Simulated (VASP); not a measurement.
Crystal: SrZr2O3.

```
Sr Zr O
1.0
     2.34031   -4.95134    0.00000
     2.34031    4.95134    0.00000
     0.00000    0.00000    3.68557
Sr Zr O
1 2 3
Direct
  0.00000 0.00000 0.00000
  0.65497 0.34503 0.50000
  0.34503 0.65497 0.50000
  0.14539 0.85461 0.50000
  0.85461 0.14539 0.50000
  0.50000 0.50000 0.00000
```

The cell was built by a generator and needn't be a form met in nature.

| Property | Result |
| --- | --- |
| Program | VASP 6.6.1 |
| Task | relaxation of cell and atoms |
| Functional | PBE |
| Potentials or basis | VASP PAW PBE potentials, release 64 (Sr_sv, Zr_sv, O) |
| Cutoff | 520 eV |
| k mesh | 3 × 3 × 4 |
| Occupations | gaussian, width 0.15 eV |
| Spin | no spin polarisation |

At the start: pressure 12.8 GPa; volume 14.24 Å³/atom.

Task: How do energy, volume and symmetry change on relaxing?

Result: Over 10 steps the energy falls by 115.9 meV/atom and the volume is 15.17 Å³/atom (+6.5 %); space group Cmmm (No. 65, to 0.05 Å).

Step by step:
| step | energy change (eV) | largest force (eV/Å) | pressure (GPa) | volume (Å³) |
| --- | --- | --- | --- | --- |
| 1 | 0.0000 | 0.2088 | 12.76 | 85.41 |
| 2 | -0.1040 | 1.6003 | -10.77 | 100.02 |
| 3 | -0.3991 | 1.0357 | -1.72 | 92.78 |
| 4 | -0.5655 | 0.3635 | -1.48 | 93.09 |
| 5 | -0.6069 | 0.2382 | -1.04 | 93.26 |
| 6 | -0.6726 | 0.0921 | -0.71 | 91.93 |
| 7 | -0.6873 | 0.3192 | -0.32 | 91.02 |
| 8 | -0.6924 | 0.1995 | 1.11 | 90.18 |
| 9 | -0.6942 | 0.0937 | 0.61 | 90.45 |
| 10 | -0.6957 | 0.0232 | -0.24 | 91.01 |

Final structure:
```
Sr Zr O
1.0
     2.36488   -5.58674    0.00000
     2.36488    5.58674    0.00000
     0.00000    0.00000    3.44406
Sr Zr O
1 2 3
Direct
  0.00000 0.00000 0.00000
  0.66319 0.33681 0.50000
  0.33681 0.66319 0.50000
  0.15296 0.84704 0.50000
  0.84704 0.15296 0.50000
  0.50000 0.50000 0.00000
```

Caveat: the k mesh is coarse (spacing up to 0.49 Å⁻¹), so the values aren't converged.
